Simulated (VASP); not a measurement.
Here is the system:

```xyz
1
Lattice="0.0000 1.9584 1.9584 1.9584 0.0000 1.9584 1.9584 1.9584 0.0000" Properties=species:S:1:pos:R:3 pbc="T T T"
Ir     0.0000     0.0000     0.0000
```

Calculation: PBE GGA, VASP's PBE PAW potentials (set 64) (plane waves; VASP). Run with 400 eV cut-off, 15×15×15 Γ-centred mesh, first-order Methfessel-Paxton smearing of 0.10 eV, potentials Ir.

Question: Give the stress tensor in GPa (positive for a compressed cell).

Answer: 
```
-11.02    0.00    0.00
  0.00  -11.02    0.00
  0.00    0.00  -11.02
```
The pressure is its mean diagonal, -11.02 GPa.

The compound is Ir in the fcc structure. The cell was not relaxed at this level. The run is one of a series of settings (KPOINTS 15×15×15 Γ-centred mesh against the base run), some of them coarse on purpose.
